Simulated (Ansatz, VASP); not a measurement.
# SnTe: VASP beside Ansatz

Aim: how closely do two programs agree when they are given the same cell, functional and k mesh? The cell is taken from a series of VASP runs on this material, whose earlier steps may have relaxed, scaled or displaced it; both programs get it as it stands.

Main program and level: Ansatz 0.2.0; plane waves, with VASP 6.6.1 beside it; relaxation of cell and atoms at PBE.

### Step 1. Set-up

It takes space group Fm-3m (No. 225, cubic). Conventional cell: a = 6.376 Å, b = 6.376 Å, c = 6.376 Å, α = 90.00°, β = 90.00°, γ = 90.00°. Nearest to Te lie 6 Sn at 3.19 Å. Nearest to Sn lie 6 Te at 3.19 Å. Farther neighbours and most contacts between anions are not listed.

### Step 2. VASP: relaxation of cell and atoms, PBE

The relaxed volume is the usual yardstick between codes: its relative difference is about their pressure difference at one cell divided by the bulk modulus.

Lines of VASP's logs that name or quote its potential files are left out, and so is its time.

INCAR

```
SYSTEM = SnTe
PREC = Accurate
ENCUT = 450
EDIFF = 1E-06
NELM = 100
ISMEAR = 0
SIGMA = 0.03
LREAL = .FALSE.
ALGO = Normal
GGA = PE
NBANDS = 16
LORBIT = 11
LWAVE = .FALSE.
LCHARG = .FALSE.
KPAR = 4
IBRION = 2
NSW = 50
ISIF = 3
EDIFFG = -0.006
```

POSCAR

```
SnTe
1.0
    0.0000000000      3.1877545079      3.1877545079
    3.1877545079      0.0000000000      3.1877545079
    3.1877545079      3.1877545079      0.0000000000
Te Sn
1 1
Direct
    0.5000000000      0.5000000000      0.5000000000
    0.0000000000      0.0000000000      0.0000000000
```

KPOINTS

```
Automatic mesh
0
Gamma
6 6 6
0 0 0
```

The projector-augmented-wave data sets are Te and Sn_d (PBE family, release 64).

Command:

```sh
> mpirun -np 4 vasp_std
```

Numbers of over 12 decimals in the logs are rounded to 6 here.

Output:

```text
[banner, memory and clock lines left out]
running    4 mpi-ranks, on    1 nodes
 distrk:  each k-point on    1 cores,    4 groups
 distr:  one band on    1 cores,    1 groups

 POSCAR found type information on POSCAR TeSn
 POSCAR found :  2 types and       2 ions
 LDA part: xc-table for (Slater+PW92), standard interpolation
 POSCAR, INCAR and KPOINTS ok, starting setup
 FFT: planning ... GRIDC
 FFT: planning ... GRID_SOFT
 FFT: planning ... GRID
 WAVECAR not read
 entering main loop
       N       E                     dE             d eps       ncg     rms          rms(c)
DAV:   1     0.117485629343E+03    0.11749E+03   -0.91479E+03   520   0.129E+03
DAV:   2     0.210466470272E+01   -0.11538E+03   -0.11264E+03   560   0.325E+02
DAV:   3    -0.736886668936E+01   -0.94735E+01   -0.94531E+01   648   0.856E+01
DAV:   4    -0.761276710747E+01   -0.24390E+00   -0.24384E+00   592   0.151E+01
DAV:   5    -0.762399438889E+01   -0.11227E-01   -0.11227E-01   808   0.292E+00    0.437E+00
DAV:   6    -0.756059795967E+01    0.63396E-01   -0.15423E-01   672   0.262E+00    0.287E+00
DAV:   7    -0.756155460453E+01   -0.95664E-03   -0.55098E-02   656   0.118E+00    0.928E-01
DAV:   8    -0.756201923714E+01   -0.46463E-03   -0.72883E-03   648   0.690E-01    0.179E-01
DAV:   9    -0.756212516373E+01   -0.10593E-03   -0.66892E-04   720   0.237E-01    0.494E-02
DAV:  10    -0.756213167601E+01   -0.65123E-05   -0.11670E-04   624   0.919E-02    0.176E-02
DAV:  11    -0.756213879967E+01   -0.71237E-05   -0.41135E-05   664   0.485E-02    0.263E-02
DAV:  12    -0.756213819927E+01    0.60040E-06   -0.26614E-06   584   0.104E-02
   1 F= -.75621382E+01 E0= -.75618272E+01  d E =-.756214E+01
 curvature:   0.00 expect dE= 0.000E+00 dE for cont linesearch  0.000E+00
 trial: gam= 0.00000 g(F)=  0.223E-62 g(S)=  0.493E-02 ort = 0.000E+00 (trialstep = 0.100E+01)
 search vector abs. value=  0.493E-02
 bond charge predicted
       N       E                     dE             d eps       ncg     rms          rms(c)
DAV:   1    -0.762322573139E+01   -0.61087E-01   -0.12814E+00   632   0.168E+01    0.143E+00
DAV:   2    -0.757665747338E+01    0.46568E-01   -0.75370E-02   648   0.406E+00    0.584E-01
DAV:   3    -0.756515600194E+01    0.11501E-01   -0.33897E-02   648   0.253E+00    0.124E-01
DAV:   4    -0.756484807521E+01    0.30793E-03   -0.93354E-04   568   0.282E-01    0.121E-01
DAV:   5    -0.756465834446E+01    0.18973E-03   -0.14602E-04   728   0.839E-02    0.274E-02
DAV:   6    -0.756465150485E+01    0.68396E-05   -0.25778E-05   696   0.769E-02    0.514E-03
DAV:   7    -0.756465121976E+01    0.28509E-06   -0.76776E-07   424   0.920E-03
   2 F= -.75646512E+01 E0= -.75645262E+01  d E =-.251302E-02
 trial-energy change:   -0.002513  1 .order   -0.002372   -0.004930    0.000187
 step:   0.9685(harm=  0.9635)  dis= 0.00000  next Energy=    -7.564654 (dE=-0.252E-02)
 reached required accuracy - stopping structural energy minimisation
```

Parts of OUTCAR (step 2):

```text
ion  position               nearest neighbor table
   1  0.500  0.500  0.500-   2 3.19   2 3.19   2 3.19   2 3.19   2 3.19   2 3.19
   2  0.000  0.000  0.000-   1 3.19   1 3.19   1 3.19   1 3.19   1 3.19   1 3.19

  LATTYP: Found a face centered cubic cell.
 ALAT       =     6.3755090158

 Subroutine GETGRP returns: Found 48 space group operations
 (whereof 48 operations were pure point group operations)

The static configuration has the point symmetry O_h .

 Found     16 irreducible k-points:

   k-points           NKPTS =     16   k-points in BZ     NKDIM =     16   number of bands    NBANDS=     16

   dimension x,y,z NGX =    32 NGY =   32 NGZ =   32
   dimension x,y,z NGXF=    64 NGYF=   64 NGZF=   64

   ENCUT  =  450.0 eV  33.07 Ry    5.75 a.u.   7.80  7.80  7.80*2*pi/ulx,y,z

   NELECT =      20.0000    total number of electrons

 k-points in reciprocal lattice and weights: Automatic mesh
   0.00000000  0.00000000  0.00000000       0.005
   0.16666667  0.00000000  0.00000000       0.037
   0.33333333  0.00000000  0.00000000       0.037
   0.50000000  0.00000000  0.00000000       0.019
   0.16666667  0.16666667  0.00000000       0.028
   0.33333333  0.16666667  0.00000000       0.111
   0.50000000  0.16666667  0.00000000       0.111
  -0.33333333  0.16666667  0.00000000       0.111
  -0.16666667  0.16666667  0.00000000       0.056
[...]
-0.33333333  0.33333333  0.16666667       0.111
  -0.33333333  0.50000000  0.16666667       0.056

 average (electrostatic) potential at core
       1 -88.3144       2-101.2443

 E-fermi :   6.3159

 k-point     1 :       0.0000    0.0000    0.0000
  band No.  band energies     occupation
    ...
      6      -6.1151      2.00000
      7       1.4168      2.00000
      8       4.3019      2.00000
      9       4.3019      2.00000
     10       4.3019      2.00000
     11       9.5327      0.00000
     12       9.5327      0.00000
     13       9.5327      0.00000
     14      11.1469      0.00000
     15      11.1469      0.00000
    ...

 k-point     2 :       0.1667    0.0000    0.0000
  band No.  band energies     occupation
    ...
      6      -5.9027      2.00000
      7       0.4840      2.00000
      8       4.3449      2.00000
      9       4.3449      2.00000
     10       4.9078      2.00000
     11       8.5679      0.00000
     12       8.5679      0.00000
     13       8.5776      0.00000
     14      11.1386      0.00000
     15      11.6799      0.00000
    ...

 k-point     3 :       0.3333    0.0000    0.0000
  band No.  band energies     occupation
    ...
      6      -5.3577      2.00000
      7      -1.0031      2.00000
      8       4.4946      2.00000
      9       4.4946      2.00000
     10       5.6489      2.00000
     11       7.2647      0.00000
     12       7.2977      0.00000
     13       7.2977      0.00000
     14      12.1665      0.00000
     15      13.1426      0.00000
    ...

  Total       -0.0098956     -0.0098956     -0.0098956      0.0000000     -0.0000000      0.0000000
  in kB       -0.2401535     -0.2401535     -0.2401535      0.0000000     -0.0000000      0.0000000
  external PRESSURE =      -0.2401535 kB  Pullay stress =       0.0000000 kB

  energy-cutoff  :      450.00
  volume of cell :       66.02
      direct lattice vectors                 reciprocal lattice vectors
     0.000000000  3.207825146  3.207825146    -0.155868845  0.155868845  0.155868845
     3.207825146 -0.000000000  3.207825146     0.155868845 -0.155868845  0.155868845
     3.207825146  3.207825146  0.000000000     0.155868845  0.155868845 -0.155868845

 POSITION                                       TOTAL-FORCE (eV/Angst)
 -----------------------------------------------------------------------------------
      3.20783      3.20783      3.20783        -0.000000      0.000000     -0.000000
      3.20783     -0.00000      3.20783         0.000000     -0.000000      0.000000
 -----------------------------------------------------------------------------------
    total drift:                                0.000000     -0.000000      0.000000

  FREE ENERGIE OF THE ION-ELECTRON SYSTEM (eV)
  ---------------------------------------------------
  free  energy   TOTEN  =        -7.5646512198 eV

  energy  without entropy=       -7.5644011504  energy(sigma->0) =       -7.56452619

 reached required accuracy - stopping structural energy minimisation

 total charge
# of ion       s       p       d       tot
------------------------------------------
    1        1.383   1.957   0.024   3.364
    2        1.376   0.695   9.977  12.048
--------------------------------------------------
tot          2.759   2.652  10.001  15.412

[... 3 further parts left out ...]
```

The gap is read on the k-mesh alone, so it is an upper bound where the band edges lie off the mesh. The gap is under twice the smearing width, so the edge states are partly filled and the run can't tell a small gap from a semimetal. The run keeps the 48 symmetry operations of its start, so it cannot find a distortion of lower symmetry.

### Step 3. Ansatz: relaxation of cell and atoms, PBE

Ansatz runs on its default PAW (the set named soft_2) files.

The same cell, functional, mesh and smearing now go to Ansatz, which takes its cutoff from its data sets.

input.yaml

```yaml
crystal:
  lattice:
    - [0.0, 3.1877545079, 3.1877545079]
    - [3.1877545079, 0.0, 3.1877545079]
    - [3.1877545079, 3.1877545079, 0.0]
  atoms:
    - { symbol: Te, position: [0.5, 0.5, 0.5] }
    - { symbol: Sn, position: [0.0, 0.0, 0.0] }
hamiltonian:
  xc: pbe
  pseudopotentials: { kind: paw }
kpoints:
  mp_grid: { grid: [6, 6, 6] }
scf:
  occupations: { method: gaussian, width: 0.03 }
relax:
  f_tol: 0.01
  max_steps: 60
  cell: { stress_tol: 0.05 }
output:
  forces: true
  stress: true
  write_density: true
  write_potential: true
  elf: true
  volumetric_format: npy
```

Command:

```sh
> ansatz run input.yaml --threads 4 --pin off --max-ram 9216MiB --backend cpu --events-out ev --progress --plain --runs-dir out
```

Output:

```text
Engine: ansatz 0.2.0, x86_64-unknown-linux-gnu
Pseudopotentials: kind: paw
Pseudopotential: Te, paw, valence charge 16, recommended cutoff 420 eV (normal), Te.paw.azcp
Pseudopotential: Sn, paw, valence charge 14, recommended cutoff 420 eV (normal), Sn.paw.azcp
Functional definition: PBE
  parameter kappa = 0.804
  parameter beta = 0.066725
  exchange = pbe_x(kappa = kappa, mu = beta*pi^2/3)
  correlation = pbe_c(beta = beta)
Crystal: 2 atoms, lattice volume = 64.787 Å³
Basis set: ecut = 420 eV, 1243 PW (Γ), exchange–correlation on 64×64×64 points (8 copies of the dense FFT grid, shifted against one another)
Bands: 19, of which v1, the nominal top of the filled ones, is band 15 counted from 1 (14 counted from 0)
Symmetry: 48 space group operations
Space group: Fm-3m (ITA 225), of the structure as read, at distance tolerance 4.0e-5 Å
k-points: 16 of 216
Non-local potential: Te, projectors of the file, l = 0: 2, l = 1: 2, l = 2: 2, l = 3: 2
Non-local potential: Sn, projectors of the file, l = 0: 2, l = 1: 2, l = 2: 2, l = 3: 2
PAW form: soft (Blöchl's): semilocal exchange-correlation on the pseudo side does not see the compensation charge
PAW one-centre angular grid: Te, 590 points (default); XC on 64 Gauss nodes
PAW one-centre angular grid: Sn, 590 points (default); XC on 64 Gauss nodes
Initial density: superposition of atomic densities (neutral atoms: chi_scale 0, normalization atom), corrected by the library's trained network
Initial wavefunctions: pseudopotential atomic-orbital guess
Functional: x = pbe(κ = 0.804, μ = 0.219515), c = pbe(β = 0.066725)
SCF iter   1: F=—  HF=-13004.744946 eV  |F-HF|=—  |Δ(HF+E_count)|=         —  Δρ=5.78e-4  dr2=2.12e-4  ethr=1.77e-3  ⟨swp⟩=6.9  Hψ=1639  notcnv=0
preconditioner: auto → LDOS  [metal: Δε(μ)=0.007 eV  Ē_g=8.510 eV  σ=0.030 eV  W_gap=0.14  n_scr=14 (ndim 8)  ℏωp=14.6 eV  f_vac=0.012  D(μ)=1.37/eV (n_scr^D=8)  β→1.0]
SCF iter   2: F=—  HF=-13004.743522 eV  |F-HF|=—  |Δ(HF+E_count)|=   1.42e-3  Δρ=4.42e-4  dr2=1.31e-4  ethr=7.06e-7  ⟨swp⟩=3.1  Hψ=793  notcnv=0
SCF iter   3: F=—  HF=-13004.743424 eV  |F-HF|=—  |Δ(HF+E_count)|=   9.84e-5  Δρ=1.12e-4  dr2=1.33e-5  ethr=4.37e-7  ⟨swp⟩=2.0  Hψ=545  notcnv=0
SCF iter   4: F=—  HF=-13004.743431 eV  |F-HF|=—  |Δ(HF+E_count)|=   6.93e-6  Δρ=4.56e-5  dr2=1.14e-6  ethr=4.42e-8  ⟨swp⟩=2.0  Hψ=545  notcnv=0
SCF iter   5: F=—  HF=-13004.743431 eV  |F-HF|=—  |Δ(HF+E_count)|=   1.75e-7  Δρ=1.83e-5  dr2=1.76e-7  ethr=3.80e-9  ⟨swp⟩=2.0  Hψ=545  notcnv=0
SCF iter   6: F=-13004.743431 eV  HF=-13004.743431 eV  |F-HF|=3.84e-8  |Δ(HF+E_count)|=   1.64e-8  Δρ=7.54e-6  dr2=3.58e-8  ethr=3.33e-10  ⟨swp⟩=9.2  Hψ=1902  notcnv=0
SCF 1 converged in 6 iterations: F = -13004.743431 eV  dr2 = 3.58e-8
  greatest PAW one-centre occupation: 0.998 electrons in one spin orbital (limit 2), on the Te atom at site 0 (counted from 0), in its partial waves of l = 2
relax step   1: F+E_penalty+E_count = -13004.74343055 eV  Δ(F+E_penalty+E_count) = +0.000e0 eV  max|allowed force component| = 5.469e-29 eV/Å  Δτ_max = 0.0000 Å  P = +0.686 GPa  Ω = 64.787 Å³  (6 SCF iters, dr2 threshold 1.00e-7 eV, accepted)
[...]
relax step   2: F+E_penalty+E_count = -13004.74570905 eV  Δ(F+E_penalty+E_count) = -2.279e-3 eV  max|allowed force component| = 7.823e-30 eV/Å  Δτ_max = 0.0000 Å  P = -0.081 GPa  Ω = 66.105 Å³  energy of the carried Pulay correction = -2.181e-4 eV  (5 SCF iters, dr2 threshold 2.00e-7 eV, accepted)
[...]
relax step   3: F+E_penalty+E_count = -13004.74576718 eV  Δ(F+E_penalty+E_count) = -5.812e-5 eV  max|allowed force component| = 5.982e-30 eV/Å  Δτ_max = 0.0000 Å  P = +0.002 GPa  Ω = 65.963 Å³  energy of the carried Pulay correction = -1.949e-4 eV  (4 SCF iters, dr2 threshold 1.64e-8 eV, accepted)
[...]
relax step   4: F+E_penalty+E_count = -13004.74596596 eV  Δ(F+E_penalty+E_count) = -1.988e-4 eV  max|allowed force component| = 6.771e-30 eV/Å  Δτ_max = 0.0000 Å  P = +0.001 GPa  Ω = 65.963 Å³  stress off target by 1.26e-3 GPa  SCF on the basis re-selected at this cell (its energy is not comparable with the rows above)  (6 SCF iters)
basis re-selected at this cell: Δ(F+E_penalty+E_count) = -1.988e-4 eV, ΔP = -0.001 GPa vs the last step (what re-selecting the basis moved, of the pressure what is left beyond the Pulay correction that the steps carried, after the strain that the cell walked since its last selection, with what the two solves' SCF thresholds leave and, on support functions, any second-order correction that the steps lacked; it is no m [...]
SCF converged after 6 iterations
Free energy (F): -13004.745966 eV
Harris-Foulkes:  -13004.745966 eV  (|F-HF|=3.64e-12)
Internal energy: -13004.745704 eV  (E = F + TS)
E sigma→0 (E₀):  -13004.745835 eV
Entropy (-TS):   -0.000262 eV (-0.131 meV/atom)
Fermi energy:    8.919478 eV
--- Per-component energies (eV) ---
  E_band       = -373.532545
  E_kinetic    = 364.866851
  E_local      = -2234.033026  (includes V_loc(G=0)·N_el)
  E_nonlocal   = -343.149238
  E_hartree    = 1384.444064
  E_xc         = -507.204458
  E_vxc        = -200.210692  (∫ρ·V_xc dr)
  E_paw        = -8795.346141  (= ΣΔE_a)
  E_vpaw       = -729.894388  (= ΣTr[D̂ρ^β])
  E_aug_tail   = -0.000186  (compensation charges beyond the density's cutoff)
  E_ewald      = -2874.323571
  E_smearing   = -0.000262  (= −TS)
  E_closure    = -0.000000  (closes the sum)
  Σ components = -13004.745966   (vs F -13004.745966, Δ=0.00e0)
--- Forces (eV/Å), atoms counted from 1 ---
  atom   1  Te     0.00000000    -0.00000000    -0.00000000
  atom   2  Sn    -0.00000000     0.00000000    -0.00000000
  max |Σ_I F_I| component: 1.17e-29 eV/Å
--- Stress (GPa, compression-positive) ---
        0.001260      -0.000000      -0.000000
       -0.000000       0.001260       0.000000
       -0.000000      -0.000000       0.001260
  P = ⅓ Tr σ = 0.0013 GPa (0.013 kbar)
--- Band table (eV; the first three rows and the last of 16) ---
  k-point 0: bands = [... 11 lower, 4.0201, 6.9013, 6.9013, 6.9013, 12.1380, 12.1380, 12.1380, 13.7687]
  k-point 1: bands = [... 11 lower, 3.0854, 6.9440, 6.9440, 7.5089, 11.1735, 11.1735, 11.1829, 13.7527]
  k-point 2: bands = [... 11 lower, 1.5965, 7.0936, 7.0936, 8.2516, 9.8691, 9.9017, 9.9017, 14.7790]
  k-point 15: bands = [... 11 lower, 1.8537, 4.0239, 4.8475, 7.1007, 10.9306, 12.4712, 14.0382, 14.2520]
--- Relaxed structure (3 steps of the walk, 3 accepted, 1 SCFs on fresh bases) ---
  F+E_penalty+E_count = -13004.74596596 eV   max|allowed force component| = 6.771e-30 eV/Å   (the final SCF, on the basis selected at the relaxed cell)
  cell:  # Å, volume = 65.9633 Å³
    - [0, 3.206940, 3.206940]
    - [3.206940, 0, 3.206940]
    - [3.206940, 3.206940, 0]
  atoms:
    - { symbol: Te, position: [0.5, 0.5, 0.5] }
    - { symbol: Sn, position: [0, 0, 0] }
```

Run time: 1.6 s. Hardware: 4 threads of AMD EPYC 7B13 (Zen 3), shared host; peak memory 0.44 GiB; 4.8 s of CPU time.

### Step 4. Side by side

Known differences besides the potentials themselves: both relaxations stop at a tolerance, which leaves soft axes loose, and VASP keeps its plane-wave basis; the data sets hold 30 valence electrons in Ansatz (default PAW (the set named soft_2) files) and 20 in VASP; the cutoff is 420 eV in Ansatz and 450 eV in VASP; VASP leaves aspherical gradient terms in its spheres out (LASPH is not set), Ansatz keeps them; Ansatz adds a Pulay correction to the stress that steers its cell, VASP none. Total energies have different zeros and are not compared.

The two programs side by side:

```
                                         quantity  Ansatz   VASP  difference
                                      volume (Å³)   65.96  66.02     -0.08 %
edge a after relaxation, in the typed setting (Å)   4.535  4.537     -0.03 %
```

The walks stopped with 0.00 GPa left in Ansatz and -0.02 GPa in VASP; each walk ends within a tolerance, so the volume difference is uncertain by about these residues over the bulk modulus, most in soft cells.

### Step 5. Results

| Property | Result |
| --- | --- |
| difference in volume (relaxation of cell and atoms, PBE) | -0.083 % |

**Reading.** The difference in volume is -0.083 % (relaxation of cell and atoms, PBE), within the 1.2 % picked in this series as the mark of a large difference, as far as the stopping tolerances let one tell. 1 further run of this series is not shown here. How closely two codes agree says nothing of how well the functional describes the real material.

[Lines on the potential files, build, host, timing and source positions are cut from VASP's logs without a mark.]

[Logs are printed without paths, hosts, clocks, repeated set-up lines and the standing remarks that a program may print on its own settings, such as how far it seeks lower states.]

[Hosts, paths, dates, database ids (printed as entryN), source tags and the programs' standing remarks are cut or masked in the printed files.]
